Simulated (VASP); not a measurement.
Input of a VASP 6.6.1 run:

The input INCAR:

```
SYSTEM = SiF
AGGAC    = 0.0          
ALGO     = Normal         ! electronic algorithm
EDIFF    = 1E-6           ! SCF threshold, eV
EDIFFG   = -0.01          ! ionic threshold
ENCUT    = 600            ! plane-wave cutoff, eV
GGA      = BO             ! functional
IBRION   = 2              ! ionic algorithm
ISIF     = 3              ! what is computed and relaxed
ISMEAR   = -1             ! smearing method
LASPH    = .True.         ! aspherical terms in the spheres
LCHARG   = .False.        ! write CHGCAR
LREAL    = .False.        ! projectors in reciprocal space
LUSE_VDW = .True.       
LWAVE    = .False.        ! write WAVECAR
NELM     = 80             ! most SCF steps
NSW      = 40             ! ionic steps
PARAM1   = 0.1833333333 
PARAM2   = 0.22         
PREC     = Accurate       ! precision mode
SIGMA    = 0.05           ! smearing width, eV
```

File KPOINTS:

```
k-points
0
Gamma
  9 9 9
  0 0 0
```

Contents of POSCAR:

```
SiF
1.0
    3.0286000000      0.0000000000      0.0000000000
    0.0000000000      3.0286000000      0.0000000000
    0.0000000000      0.0000000000      3.0286000000
Si F
1 1
Direct
    0.5000000000      0.5000000000      0.5000000000
    0.0000000000      0.0000000000      0.0000000000
```

Potentials or basis: VASP PAW PBE potentials, release 64 (Si, F).

Run with:

```console
$ cat potpaw_PBE.64/Si/POTCAR potpaw_PBE.64/F/POTCAR > POTCAR
$ mpirun -np 1 vasp_std > vasp.out
```

(1) Predict the relaxed volume.

(2) Estimate the band gap on the k mesh.

(3) Predict the space group after relaxing (to 0.05 Å).

Answers

(1) 14.13 Å³/atom.

(2) none (metal or under the smearing width).

(3) Pm-3m (No. 221).

Caveat: the PAW data sets were made with another functional, which shifts forces and pressure a little; an odd number of electrons without spin polarisation forces a metal; a magnetic or distorted state may lie lower.
